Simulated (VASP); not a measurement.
Data:

```
W2N
1.0
    2.80409     0.00000     0.00000
   -1.40204     2.42841     0.00000
    0.00000     0.00000     5.31518
N W
1 2
Direct
  0.00000   0.00000   0.00000
  0.33333   0.66667   0.26904
  0.66667   0.33333   0.73096
```

These are PBEsol GGA, VASP's PBE PAW potentials (set 64) (plane waves; VASP) values and carry that method's errors. Run with 520 eV cut-off, 14×14×7 Γ-centred mesh, tetrahedra with Blöchl corrections, potentials N W_sv.

For a metal the tetrahedron method with Blöchl corrections gives inexact stress and forces.

Problem. Which forces act on the atoms, in eV/Å?

Solution. 
```csv
atom,Fx,Fy,Fz
N1,0.000,0.000,0.000
W2,0.000,0.000,0.055
W3,0.000,0.000,-0.055
```

Problem. Give the stress tensor in GPa (positive for a compressed cell).

Solution. 
```
-0.08   0.00   0.00
 0.00  -0.08   0.00
 0.00   0.00  -0.29
```
The pressure is its mean diagonal, -0.15 GPa.

The structure was generated: W2N was put into the CdI2 type (P-3m1), which need not be its known phase. It was relaxed first. The electron count is odd and the run is not spin-polarised, which forces a metal.
